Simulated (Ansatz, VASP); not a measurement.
# KTaO3: VASP beside Ansatz, part 3 of 3

Aim: how closely do two programs agree when they are given the same cell, functional and k mesh? The cell is taken from a series of runs on this material, whose earlier steps may have relaxed, scaled, displaced or heated it; both programs get it as it stands.

VASP 6.6.1 and Ansatz 0.2.0.

So far: Starting point; VASP: zone-centre phonons, PBE.

**3. Ansatz: zone-centre phonons, PBE**

Level of this step: Ansatz beside VASP: Kohn-Sham DFT, plane waves, PBE (Ansatz).

Ansatz runs on its PAW soft_1 files.

The same cell, functional and mesh now go to Ansatz, which takes its cutoff from its data sets.

Input file input.yaml:

```yaml
crystal:
  lattice:
    - [4.0498442825, 0.0, 0.0]
    - [0.0, 4.0498442825, 0.0]
    - [0.0, 0.0, 4.0498442825]
  atoms:
    - { symbol: O, position: [0.5, 0.0, 0.0] }
    - { symbol: O, position: [0.0, 0.5, 0.0] }
    - { symbol: O, position: [0.0, 0.0, 0.5] }
    - { symbol: K, position: [0.5, 0.5, 0.5] }
    - { symbol: Ta, position: [0.0, 0.0, 0.0] }
kpoints:
  mp_grid: { grid: [8, 8, 8] }
hamiltonian:
  xc: pbe
  pseudopotentials: { kind: paw, azcp: { folder: soft_1 } }
scf:
  occupations: { method: fixed }
output:
  eigenvalues: true
phonons:
  method: dfpt
  dielectric: true
  rigid_motions: translations
```

On the command line:

```bash
$ ansatz run input.yaml --threads 4 --pin off --max-ram 16384MiB --backend cpu --events-out ev --progress --plain --runs-dir out
```

Numbers of over 12 decimals in the logs are rounded to 6 here.

The program printed:

```text
Engine: ansatz 0.2.0, x86_64-unknown-linux-gnu
Pseudopotentials: kind: paw
Pseudopotential: O, paw, valence charge 6, recommended cutoff 420 eV (normal), soft_1/O.paw.azcp
Pseudopotential: K, paw, valence charge 9, recommended cutoff 420 eV (normal), soft_1/K.paw.azcp
Pseudopotential: Ta, paw, valence charge 13, recommended cutoff 420 eV (normal), soft_1/Ta.paw.azcp
Functional definition: PBE
  parameter kappa = 0.804
  parameter beta = 0.066725
  exchange = pbe_x(kappa = kappa, mu = beta*pi^2/3)
  correlation = pbe_c(beta = beta)
Crystal: 5 atoms, lattice volume = 66.422 Å³
Basis set: ecut = 420 eV, 1309 PW (Γ), exchange–correlation on 60×60×60 points (8 copies of the dense FFT grid, shifted against one another)
Bands: 25, of which v1, the nominal top of the filled ones, is band 20 counted from 1 (19 counted from 0)
Symmetry: 48 space group operations
k-points: 170 of 512 (irreducible under 2 space group operations, time reversal used)
Non-local potential: O, projectors of the file, l = 0: 2, l = 1: 2, l = 2: 1
Non-local potential: K, projectors of the file, l = 0: 3, l = 1: 2, l = 2: 2
Non-local potential: Ta, projectors of the file, l = 0: 3, l = 1: 2, l = 2: 2, l = 3: 1
PAW form: soft (Blöchl's): semilocal exchange-correlation on the pseudo side does not see the compensation charge
PAW one-centre angular grid: O, 110 points (default); XC on 64 Gauss nodes
PAW one-centre angular grid: K, 110 points (default); XC on 64 Gauss nodes
PAW one-centre angular grid: Ta, 590 points (default); XC on 64 Gauss nodes
Initial density: superposition of atomic densities (chi_scale 0.1, normalization cell, long waves kept (reshape's long-wave potential 0.00 eV rms))
Initial wavefunctions: pseudopotential atomic-orbital guess
Functional: x = pbe(κ = 0.804, μ = 0.219515), c = pbe(β = 0.066725)
SCF iter   1: F=—  HF=-13179.771777 eV  |F-HF|=—  |Δ(HF+E_count)|=         —  Δρ=5.52e-2  dr2=2.11e0  ethr=3.10e-3  ⟨swp⟩=4.2  Hψ=17997  notcnv=0  defer=443
preconditioner: auto → Resta (q_TF=auto, 2.507 Å⁻¹)  ε∞=4.4  [insulator: Δε(μ)=2.665 eV  Ē_g=13.528 eV  n_scr=18 (ndim 8)  ℏωp=25.0 eV  f_vac=0.000  ε∞_Penn≈4.4]
SCF iter   2: F=—  HF=-13179.346484 eV  |F-HF|=—  |Δ(HF+E_count)|=   4.25e-1  Δρ=2.97e-2  dr2=5.34e-1  ethr=3.10e-3  ⟨swp⟩=2.0  Hψ=8127  notcnv=0  defer=410
SCF iter   3: F=—  HF=-13179.259723 eV  |F-HF|=—  |Δ(HF+E_count)|=   8.68e-2  Δρ=1.39e-2  dr2=1.20e-1  ethr=1.34e-3  ⟨swp⟩=2.0  Hψ=7259  notcnv=0  defer=396
SCF iter   4: F=—  HF=-13179.242148 eV  |F-HF|=—  |Δ(HF+E_count)|=   1.76e-2  Δρ=4.27e-3  dr2=8.90e-3  ethr=3.00e-4  ⟨swp⟩=2.0  Hψ=6628  notcnv=0  defer=454
SCF iter   5: F=—  HF=-13179.243809 eV  |F-HF|=—  |Δ(HF+E_count)|=   1.66e-3  Δρ=6.76e-4  dr2=2.91e-4  ethr=2.23e-5  ⟨swp⟩=2.1  Hψ=6389  notcnv=0  defer=490
SCF iter   6: F=—  HF=-13179.244047 eV  |F-HF|=—  |Δ(HF+E_count)|=   2.39e-4  Δρ=1.39e-4  dr2=1.33e-5  ethr=7.29e-7  ⟨swp⟩=2.0  Hψ=6863  notcnv=0  defer=452
SCF iter   7: F=—  HF=-13179.244052 eV  |F-HF|=—  |Δ(HF+E_count)|=   4.81e-6  Δρ=2.00e-5  dr2=2.65e-7  ethr=3.33e-8  ⟨swp⟩=2.5  Hψ=6742  notcnv=0  defer=267
SCF iter   8: F=—  HF=-13179.244052 eV  |F-HF|=—  |Δ(HF+E_count)|=   3.72e-7  Δρ=5.26e-6  dr2=2.16e-8  ethr=6.64e-10  ⟨swp⟩=2.1  Hψ=6629  notcnv=0  defer=200
SCF iter   9: F=—  HF=-13179.244052 eV  |F-HF|=—  |Δ(HF+E_count)|=   3.78e-8  Δρ=1.42e-6  dr2=1.15e-9  ethr=5.41e-11  ⟨swp⟩=2.0  Hψ=6643  notcnv=0  defer=200
SCF iter  10: F=-13179.244052 eV  HF=-13179.244052 eV  |F-HF|=2.18e-11  |Δ(HF+E_count)|=   1.33e-9  Δρ=1.25e-7  dr2=6.72e-12  ethr=1.00e-12  ⟨swp⟩=13.3  Hψ=27601  notcnv=0
SCF 1 converged in 10 iterations: F = -13179.244052 eV  dr2 = 6.72e-12
  greatest PAW one-centre occupation: 1.000 electrons in one spin orbital (limit 2), on the Ta atom at site 4 (counted from 0), in its partial waves of l = 0
DFPT response loops at Γ: preconditioner auto → none (the input reference at scf.mixing.eps_inf says where Resta's filter doesn't serve); β = 0.50; Broyden in place of MSR1
── the response to a field inside a basis, on 8×8×8 k-points: an SCF that follows is theirs, and a resumed run solves both again ──
Bands: 21, of which v1, the nominal top of the filled ones, is band 20 counted from 1 (19 counted from 0)
k-points: 20 of 512
Initial density: handed on by an earlier stage of this run
Initial wavefunctions: pseudopotential atomic-orbital guess (no wavefunctions were taken with the density)
Eigensolver: Dense (20 Hₖ)
SCF iter   1: F=—  HF=-13179.239604 eV  |F-HF|=—  |Δ(HF+E_count)|=         —  Δρ=3.12e-4  dr2=1.08e-5  ethr=1.00e-1
preconditioner: auto → Resta (q_TF=auto, 2.507 Å⁻¹)  ε∞=6.4  [insulator: Δε(μ)=2.376 eV  Ē_g=10.754 eV  n_scr=18 (ndim 8)  ℏωp=25.0 eV  f_vac=0.016  ε∞_Penn≈6.4]
SCF iter   2: F=—  HF=-13179.239608 eV  |F-HF|=—  |Δ(HF+E_count)|=   4.60e-6  Δρ=1.45e-4  dr2=3.34e-6  ethr=2.69e-8
SCF iter   3: F=—  HF=-13179.239610 eV  |F-HF|=—  |Δ(HF+E_count)|=   1.89e-6  Δρ=6.01e-5  dr2=4.41e-7  ethr=8.36e-9
SCF iter   4: F=-13179.239611 eV  HF=-13179.239611 eV  |F-HF|=3.64e-9  |Δ(HF+E_count)|=   3.50e-7  Δρ=5.07e-6  dr2=1.89e-8  ethr=1.10e-9
SCF 1 converged in 4 iterations: F = -13179.239611 eV  dr2 = 1.89e-8
DFPT response loops at Γ: mixed as the last ones told, above
SCF converged after 10 iterations
Free energy (F): -13179.244052 eV
Harris-Foulkes:  -13179.244052 eV  (|F-HF|=2.18e-11)
Internal energy: -13179.244052 eV  (E = F + TS)
E sigma→0 (E₀):  -13179.244052 eV
Fermi energy:    8.111765 eV
--- Per-component energies (eV) ---
  E_band       = -279.023990
  E_kinetic    = 1145.709373
  E_local      = -2272.053157  (includes V_loc(G=0)·N_el)
  E_nonlocal   = 160.229937
  E_hartree    = 810.387005
  E_xc         = -670.246992
  E_vxc        = -671.492927  (∫ρ·V_xc dr)
  E_paw        = -9574.810318  (= ΣΔE_a)
  E_vpaw       = -262.193621  (= ΣTr[D̂ρ^β])
  E_aug_tail   = 0.002454  (compensation charges beyond the density's cutoff)
  E_ewald      = -2778.462354
  E_smearing   = -0.000000  (= −TS)
  E_closure    = 0.000000  (closes the sum)
  Σ components = -13179.244052   (vs F -13179.244052, Δ=0.00e0)
--- Band table (eV; the first three rows and the last of 170) ---
  k-point 0: bands = [... 16 lower, 7.1219, 7.4715, 7.4715, 7.4715, 10.2360, 10.2360, 10.2360, 14.3858, ... 1 higher]
  k-point 1: bands = [... 16 lower, 7.0575, 7.0652, 7.3957, 7.3957, 10.2555, 10.6853, 10.6853, 14.4257, ... 1 higher]
  k-point 2: bands = [... 16 lower, 6.5117, 6.9081, 7.3268, 7.3268, 10.3035, 11.6232, 11.6232, 14.4396, ... 1 higher]
  k-point 169: bands = [... 16 lower, 4.3680, 8.1118, 8.1118, 8.1118, 14.2165, 14.2165, 14.2165, 16.8892, ... 1 higher]
--- Phonons (Γ-DFPT): 4 representative perturbations + reference, on 170 of 512 k-points (Σ response iterations 12) ---
  k mesh reduced under 2 symmetry operations, with k and −k counted as one. Each operation leaves every solved perturbation unchanged. A smaller set is not considered because the run solves the response to a homogeneous field
  ASR residual: 6.740e-4 → 0.000e0 eV/Å²; symmetrization residual: 4.411e-6 eV/Å²
  ASR residual per site (eV/Å²): 4.18e-4 4.18e-4 4.18e-4 1.70e-5 6.74e-4
  Γ frequencies (cm⁻¹): -130.13 -130.13 -130.13 0.00 0.00 0.00 170.76 170.76 170.76 269.02 269.02 269.02 482.13 482.13 482.13
  ε∞ (high-frequency dielectric tensor):
        5.438952     0.000000     0.000000
        0.000000     5.438952     0.000000
        0.000000     0.000000     5.438952
  softest optical mode at Γ: -130.13 cm⁻¹; the repairs (sum rule, projections) moved no ω² at Γ by more than (2.87 cm⁻¹)²
  Born effective charges Z* (e; rows j = field, columns β = displacement):
    site 0:
        -6.60127   -0.00000   -0.00000
        -0.00000   -1.64788    0.00000
        -0.00000    0.00000   -1.64788
    site 1:
        -1.64788    0.00000    0.00000
         0.00000   -6.60127    0.00000
         0.00000   -0.00000   -1.64788
    site 2:
        -1.64788    0.00000    0.00000
        -0.00000   -1.64788    0.00000
         0.00000    0.00000   -6.60127
    site 3:
         1.14658    0.00000    0.00000
        -0.00000    1.14658    0.00000
         0.00000    0.00000    1.14658
    site 4:
         8.75044   -0.00000    0.00000
        -0.00000    8.75044    0.00000
         0.00000    0.00000    8.75044
  Z* charge neutrality: 3.187e-3 e pre-enforcement
  solved inside a basis spanned on kpoints, on 8×8×8 k-points, its susceptibility summed on 12×12×12: ε∞ is read to err by 1.6e-2, Z* by 3.8e-2 e (field_mesh: kpoints solves on kpoints); Z* is corrected for what the basis lacks
  optical modes at Γ without the LO–TO term, one row a degenerate level:
      ω (cm⁻¹)  modes    IR ((D/Å)²/amu)
       -130.13      3           188.3031
        170.76      3            10.4805
        269.02      3             0.0000
        482.13      3            44.8410
  optical modes at Γ + LO–TO along q̂ = [1.0000, 0.0000, 0.0000]:
      ω (cm⁻¹)  modes    IR ((D/Å)²/amu)
       -130.13      2           125.5354
        162.10      1             0.0632
[...]
optical modes at Γ + LO–TO along q̂ = [0.0000, 1.0000, 0.0000]:
      ω (cm⁻¹)  modes    IR ((D/Å)²/amu)
[...]
732.60      1            75.5403
  optical modes at Γ + LO–TO along q̂ = [0.0000, 0.0000, 1.0000]:
      ω (cm⁻¹)  modes    IR ((D/Å)²/amu)
       -130.13      2           125.5354
        162.10      1             0.0632
        170.76      2             6.9870
        269.02      3             0.0000
        401.41      1             5.6047
        482.13      2            29.8940
        732.60      1            75.5403
```

The column dr2 measures how far the density is from self-consistency, as an energy; F and HF (Harris–Foulkes) agree once it is small.

**4. Differences**

Known differences besides the potentials themselves: fixed occupations in Ansatz, narrow Gaussian smearing in VASP; VASP's response is taken on the typed mesh, Ansatz refines its own for the field response alone; the data sets hold 40 valence electrons in Ansatz (on its PAW soft_1 files) and 38 in VASP; the cutoff is 420 eV in Ansatz and 600 eV in VASP. Total energies have different zeros and are not compared.

Compared:

| quantity | Ansatz | VASP | difference |
| --- | --- | --- | --- |
| ε∞ xx | 5.44 | 5.52 | -1.55 % |
| ε∞ yy | 5.44 | 5.52 | -1.55 % |
| ε∞ zz | 5.44 | 5.52 | -1.55 % |
| Born charge of O1 (mean of the diagonal) (e) | -3.30 | -3.33 | +0.03 |
| Born charge of K4 (mean of the diagonal) (e) | 1.15 | 1.15 | 0.00 |
| Born charge of Ta5 (mean of the diagonal) (e) | 8.75 | 8.83 | -0.08 |
| optical mode 1 to 3 (imaginary, printed as negative) (cm⁻¹) | -130.1 | -111.3 | -18.9 |
| optical mode 4 to 6 (cm⁻¹) | 170.8 | 173.6 | -1.63 % |
| optical mode 7 to 9 (cm⁻¹) | 269.0 | 269.7 | -0.27 % |
| optical mode 10 to 12 (cm⁻¹) | 482.1 | 488.1 | -1.23 % |

Modes are paired by rising frequency, not by their patterns, so a pair may set unlike modes beside each other; they are those without the splitting of longitudinal modes.

**5. Results**

- r.m.s. difference of the optical zone-centre modes, each program's sorted by frequency (zone-centre phonons, PBE): 10.0 cm⁻¹
- difference in optical mode 4 to 6 (zone-centre phonons, PBE): -1.6 %

The r.m.s. difference of the optical zone-centre modes, each program's sorted by frequency is 10.0 cm⁻¹ (zone-centre phonons, PBE). The data sets hold unlike numbers of valence electrons (40 in Ansatz and 38 in VASP), so part of the differences comes from the potentials. Among the rows given in per cent, the largest difference of the zone-centre phonons, PBE pair is in optical mode 4 to 6, -1.6 %. What causes the difference of the zone-centre phonons, PBE pair stays open here. How closely two codes agree says nothing of how well the functional describes the real material.

[Lines on the potential files, build, host, timing and source positions are cut from VASP's logs without a mark.]

[Logs are printed without paths, hosts, clocks, repeated set-up lines and the standing remarks that a program may print on its own settings, such as how far it seeks lower states.]

[Hosts, paths, dates, database ids (printed as entryN), source tags and the programs' standing remarks are cut or masked in the printed files.]
